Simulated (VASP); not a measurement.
**Sn2HBr3: relaxation of cell and atoms with PBE**

Sn2HBr3:

```xyz
6
Lattice="4.8169 2.7811 2.7910 -4.8169 2.7811 2.7910 0.0000 -5.5621 2.7910" Properties=species:S:1:pos:R:3 pbc="T T T"
Sn    0.0000    0.0000    6.2550
Sn    0.0000    0.0000    2.1180
H     0.0000    0.0000    4.1865
Br   -2.4085    1.3905    1.3955
Br    0.0000   -2.7811    1.3955
Br    2.4085    1.3905    1.3955
```

The cell was built by a generator and needn't be a form met in nature.

```
Program                : VASP 6.6.1
Task                   : relaxation of cell and atoms
Functional             : PBE
Potentials or basis    : VASP PAW PBE potentials, release 64 (Sn_d, H, Br)
Cutoff                 : 520 eV
k mesh                 : 4 × 4 × 4
Occupations            : gaussian, width 0.03 eV
Spin                   : no spin polarisation
Further INCAR settings : ALGO = Normal; EDIFF = 1e-06; IBRION = 2; EDIFFG = -0.01; NSW = 90; ISIF = 3
```

```yaml
Relaxed_volume: 35.55 Å³/atom
Relaxed_cell: a = 6.194 Å, b = 6.194 Å, c = 6.194 Å, α = 103.69°, β = 103.69°, γ = 103.69°
Space_group_after_relaxing_to_0.05_Å: R-3m (No. 166)
Energy_gained_by_relaxing: 3.0 meV/atom
Ionic_steps: 21
Pressure_after_relaxing: 0.0 GPa
Largest_force_after_relaxing: 0.008 eV/Å
Band_gap_on_the_k_mesh: 0.19 eV, indirect (least direct gap 0.67 eV)
```

Forces in eV/Å, atoms in the order of the input:
```
Sn   0.000  0.000 -0.008
Sn   0.000  0.000  0.008
H    0.000  0.000  0.000
Br   0.000  0.000  0.000
Br   0.000  0.000  0.000
Br   0.000  0.000  0.000
```

Step by step:
```csv
step,energy change (eV),largest force (eV/Å),pressure (GPa),volume (Å³)
1,0.0000,0.0923,-0.24,224.33
2,-0.0026,0.0539,-0.06,222.49
3,-0.0028,0.0400,0.01,221.82
4,-0.0031,0.0368,0.00,221.78
5,-0.0040,0.0251,-0.02,221.64
6,-0.0055,0.0033,-0.05,221.37
7,-0.0078,0.0381,-0.13,220.80
8,-0.0092,0.1133,-0.30,219.59
9,-0.0093,0.0901,-0.24,219.99
10,-0.0094,0.0905,-0.25,219.92
11,-0.0098,0.0900,-0.24,219.71
12,-0.0106,0.0888,-0.24,219.29
13,-0.0121,0.0864,-0.24,218.45
14,-0.0145,0.0835,-0.22,216.74
15,-0.0150,0.0900,-0.18,213.27
16,-0.0157,0.0788,-0.21,215.37
17,-0.0159,0.0802,-0.20,214.78
18,-0.0168,0.0613,-0.14,214.34
19,-0.0178,0.0176,0.01,213.26
20,-0.0178,0.0160,0.02,213.22
21,-0.0179,0.0082,0.01,213.30
```

Final structure:
```
Sn H Br
1.0
     4.87094    2.81224    2.59521
    -4.87094    2.81224    2.59521
     0.00000   -5.62447    2.59521
Sn H Br
2 1 3
Direct
  0.76537 0.76537 0.76537
  0.23463 0.23463 0.23463
  0.50000 0.50000 0.50000
  0.00000 0.50000 0.00000
  0.00000 0.00000 0.50000
  0.50000 0.00000 0.00000
```

Levels at points of the mesh, in eV from the valence-band top:
```
           k point  band 21  band 22  band 23  band 24  band 25  band 26  band 27  band 28  band 29  band 30
(0.00, 0.00, 0.00)    -3.04    -1.86    -1.85    -1.85    -0.85     0.99     0.99     3.05     3.41     3.56
(0.50, 0.00, 0.00)    -2.79    -2.69    -2.52    -1.96    -0.89     0.19     1.13     2.19     2.82     3.33
(0.50, 0.50, 0.00)    -2.69    -2.61    -2.56    -1.76    -1.34     0.77     2.16     2.76     2.88     3.75
(0.50, 0.50, 0.50)    -2.39    -1.83    -1.73    -1.73    -0.89     0.93     0.93     1.04     3.32     3.32
```

It took 6.9 min on 4 MPI ranks on Intel(R) Xeon(R) Platinum 8488C (Sapphire Rapids), on a shared host, peak memory 0.38 GiB a rank.

Caveat: spin-orbit coupling is left out, which moves the levels of the heavy elements. A k mesh can miss the band edges.
